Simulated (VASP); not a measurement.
**In16As15 (a cell with a defect): relaxation of the atoms with PBE**

The system is In16As15 (a cell with a defect).

```
CELL_PARAMETERS angstrom
6.18826 -6.18826 6.18826
-6.18826 6.18826 6.18826
-6.18826 -6.18826 -6.18826
ATOMIC_POSITIONS crystal
In 0.25000 0.00000 0.75000
In 0.50000 0.00000 0.50000
In 0.75000 0.00000 0.25000
In 0.00000 0.25000 0.75000
In 0.25000 0.25000 0.50000
In 0.00000 0.00000 0.00000
In 0.75000 0.50000 0.75000
In 0.50000 0.25000 0.25000
In 0.75000 0.25000 0.00000
In 0.00000 0.50000 0.50000
In 0.50000 0.75000 0.75000
In 0.25000 0.50000 0.25000
In 0.75000 0.75000 0.50000
In 0.50000 0.50000 0.00000
In 0.00000 0.75000 0.25000
In 0.25000 0.75000 0.00000
As 0.50000 0.00000 0.25000
As 0.75000 0.00000 0.00000
As 0.00000 0.25000 0.50000
As 0.25000 0.25000 0.25000
As 0.00000 0.00000 0.75000
As 0.75000 0.50000 0.50000
As 0.50000 0.25000 0.00000
As 0.75000 0.25000 0.75000
As 0.00000 0.50000 0.25000
As 0.50000 0.75000 0.50000
As 0.25000 0.50000 0.00000
As 0.75000 0.75000 0.25000
As 0.50000 0.50000 0.75000
As 0.00000 0.75000 0.00000
As 0.25000 0.75000 0.75000
```

```json
{
 "Program": "VASP 6.6.1",
 "Task": "relaxation of the atoms",
 "Functional": "PBE",
 "Potentials or basis": "VASP PAW PBE potentials, release 64 (In_d, As)",
 "Cutoff": "450 eV",
 "k mesh": "3 × 3 × 3",
 "Occupations": "methfessel-paxton, width 0.1 eV",
 "Spin": "no spin polarisation",
 "Monkhorst-Pack mesh": "no",
 "Further INCAR settings": "PREC = Normal; LREAL = Auto; ALGO = Normal; EDIFF = 1e-06; ISYM = 0; IBRION = 2; EDIFFG = -0.025; NSW = 70"
}
```

```
Energy gained by relaxing    : 6.5 meV/atom
Ionic steps                  : 13
Pressure after relaxing      : -0.8 GPa
Largest force after relaxing : 0.016 eV/Å
Band gap on the k mesh       : none (metal or under the smearing width)
```

Forces in eV/Å, atoms in the order of the input:
```
In  -0.002 -0.002 -0.002
In   0.002 -0.002  0.002
In  -0.007  0.012 -0.007
In  -0.012  0.007 -0.007
In  -0.002  0.002  0.002
In   0.007  0.012  0.007
In  -0.007 -0.007  0.012
In   0.007  0.007  0.012
In  -0.007 -0.012  0.007
In   0.007 -0.007 -0.012
In   0.007 -0.012 -0.007
In   0.012 -0.007 -0.007
In  -0.007  0.007 -0.012
In  -0.012 -0.007  0.007
In   0.002  0.002 -0.002
In   0.012  0.007  0.007
As  -0.001  0.005 -0.001
As   0.000  0.000  0.000
As   0.001 -0.001 -0.005
As   0.005 -0.001 -0.001
As   0.001  0.005  0.001
As   0.000  0.000  0.000
As   0.001  0.001  0.005
As  -0.005  0.001 -0.001
As  -0.001 -0.005  0.001
As  -0.001  0.001 -0.005
As   0.000  0.000  0.000
As  -0.005 -0.001  0.001
As   0.001 -0.005 -0.001
As  -0.001 -0.001  0.005
As   0.005  0.001  0.001
```

The path:
```tsv
step	energy change (eV)	largest force (eV/Å)	pressure (GPa)
1	0.0000	0.3627	0.07
2	-0.0299	0.3619	-0.02
3	-0.0797	0.2237	-0.18
4	-0.0845	0.1940	-0.24
5	-0.1110	0.1710	-0.31
6	-0.1618	0.1147	-0.51
7	-0.1684	0.1284	-0.62
8	-0.1686	0.1832	-0.77
9	-0.1720	0.1416	-0.67
10	-0.1921	0.0952	-0.71
11	-0.2006	0.0314	-0.76
12	-0.2006	0.0306	-0.76
13	-0.2016	0.0158	-0.76
```

Final structure:
```cif
data_structure
_symmetry_space_group_name_H-M 'P 1'
_symmetry_Int_Tables_number 1
_cell_length_a 10.7184
_cell_length_b 10.7184
_cell_length_c 10.7184
_cell_angle_alpha 109.471
_cell_angle_beta 109.471
_cell_angle_gamma 109.471
_cell_volume 947.91
loop_
_atom_site_label
_atom_site_type_symbol
_atom_site_fract_x
_atom_site_fract_y
_atom_site_fract_z
_atom_site_occupancy
In1 In 0.25000 0.00000 0.72709 1
In2 In 0.47709 0.00000 0.50000 1
In3 In 0.75071 0.00000 0.25260 1
In4 In 0.99811 0.24740 0.74740 1
In5 In 0.25000 0.22709 0.50000 1
In6 In 0.00260 0.00000 0.00071 1
In7 In 0.74929 0.49929 0.75190 1
In8 In 0.49740 0.24740 0.24811 1
In9 In 0.74929 0.25190 0.99929 1
In10 In 0.00260 0.50071 0.50000 1
In11 In 0.49740 0.74811 0.74740 1
In12 In 0.25000 0.50071 0.25260 1
In13 In 0.75071 0.75260 0.50000 1
In14 In 0.50190 0.49929 0.99929 1
In15 In 0.02291 0.77291 0.27291 1
In16 In 0.25000 0.75260 0.00071 1
As1 As 0.49810 0.00000 0.25395 1
As2 As 0.75000 0.00000 0.00000 1
As3 As 0.00395 0.24810 0.50000 1
As4 As 0.25000 0.24810 0.25395 1
As5 As 0.00395 0.00000 0.74810 1
As6 As 0.75000 0.50000 0.50000 1
As7 As 0.49605 0.24605 0.99415 1
As8 As 0.74415 0.24605 0.74605 1
As9 As 0.00190 0.50585 0.25190 1
As10 As 0.49810 0.75395 0.50000 1
As11 As 0.25000 0.50000 0.00000 1
As12 As 0.75585 0.75190 0.25190 1
As13 As 0.49605 0.49415 0.74605 1
As14 As 0.00190 0.75190 0.00585 1
As15 As 0.25000 0.75395 0.74810 1
```

Levels at points of the mesh, in eV from the Fermi level:
```
           k point  band 140  band 141  band 142  band 143  band 144  band 145
(0.00, 0.00, 0.00)     -0.66     -0.66     -0.05      0.67      0.67      0.67
```

Core levels (eV, on the scale of the bands):
| atom | levels |
| --- | --- |
| 1 In | 1s -27739.9, 2s -4146.3, 2p -3720.3, 3s -780.3, 3p -640.8, 3d -424.5, 4s -111.6, 4p -70.1 |
| 2 In | 1s -27739.9, 2s -4146.3, 2p -3720.3, 3s -780.3, 3p -640.8, 3d -424.5, 4s -111.6, 4p -70.1 |
| 3 In | 1s -27739.7, 2s -4146.2, 2p -3720.2, 3s -780.2, 3p -640.7, 3d -424.4, 4s -111.5, 4p -70.0 |
| 4 In | 1s -27739.7, 2s -4146.2, 2p -3720.2, 3s -780.2, 3p -640.7, 3d -424.4, 4s -111.5, 4p -70.0 |
| 5 In | 1s -27739.9, 2s -4146.3, 2p -3720.3, 3s -780.3, 3p -640.8, 3d -424.5, 4s -111.6, 4p -70.1 |
| 6 In | 1s -27739.7, 2s -4146.2, 2p -3720.2, 3s -780.2, 3p -640.7, 3d -424.4, 4s -111.5, 4p -70.0 |

Wall time 50 min on 4 MPI ranks on AMD EPYC 9R14 (Zen 4), on a shared host, peak memory 0.66 GiB a rank.
